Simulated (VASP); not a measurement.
Computed with PBE GGA, VASP's PBE PAW potentials (set 64) (plane waves; VASP 6.6.1).

VASP ran on this input.

**POSCAR**
```
Mg16Cl
1
    6.4205938671     0.0000000000     0.0000000000
    3.2102964335     5.5603974380     0.0000000000
    0.0000000000     0.0000000000    21.4107698874
Mg Cl
16 1
Direct
  0.8343382695   0.3313224609   0.3128507800
  0.3333330000   0.3333330000   0.3116168812
  0.8343382695   0.8343382695   0.3128507800
  0.3313224609   0.8343382695   0.3128507800
  0.0000000000   1.0000000000   0.4381903722
  0.4990708401   0.0018583198   0.4366812422
  0.0018583198   0.4990708401   0.4366812422
  0.4990708401   0.4990708401   0.4366812422
  0.8316722772   0.3366544455   0.5609677212
  0.3333330000   0.3333330000   0.5623689203
  0.8316722772   0.8316722772   0.5609677212
  0.3366544455   0.8316722772   0.5609677212
  0.0000000000   1.0000000000   0.6777667167
  0.5076795319   0.9846409362   0.6864066411
  0.9846409362   0.5076795319   0.6864066411
  0.5076795319   0.5076795319   0.6864066411
  0.3333330000   0.3333330000   0.7652929559
```

KPOINTS:
```
Automatic mesh
0
Gamma
5 5 1
0 0 0
```

### INCAR
```
ALGO = Normal
DIPOL = 0.5 0.5 0.5
EDIFF = 1E-6
ENCUT = 400
GGA = PE
IDIPOL = 3
ISMEAR = 1
LASPH = .True.
LCHARG = .False.
LDIPOL = .True.
LORBIT = 11
LREAL = .False.
LVHAR = .True.
LWAVE = .False.
NELM = 100
NELMIN = 4
PREC = Normal
SIGMA = 0.1
SYSTEM = Mg16Cl
```

POTCAR, in this order: Mg Cl (PBE.64 set). Program: vasp_std. Read from the step before: WAVECAR.

### Question
Predict the energy per atom (σ→0), band gap (on the k-mesh).

### Answer

```
Item                                                         Value
------------------------  ----------------------------------------
energy per atom (σ→0)                               -1.535 eV/atom
band gap (on the k-mesh)  none (metal, semimetal or under 0.01 eV)
```

**OSZICAR**
```
       N       E                     dE             d eps       ncg     rms          rms(c)
DAV:   1    -0.260959507370E+02   -0.26096E+02   -0.74976E-03   368   0.265E-01    0.769E-02
DAV:   2    -0.261078726888E+02   -0.11922E-01   -0.10604E-01   400   0.101E+00    0.232E-01
DAV:   3    -0.260943217478E+02    0.13551E-01   -0.58579E-02   428   0.765E-01    0.462E-03
DAV:   4    -0.260943469095E+02   -0.25162E-04   -0.26880E-04   336   0.354E-02    0.376E-03
DAV:   5    -0.260943456043E+02    0.13052E-05   -0.56863E-06   324   0.931E-03    0.243E-03
DAV:   6    -0.260943447159E+02    0.88846E-06   -0.28464E-06   316   0.609E-03
   1 F= -.26094345E+02 E0= -.26096993E+02  d E =0.794617E-02
```

The cell is a thin slab with vacuum, built from Mg (hcp): (001) face, Cl adsorbed.
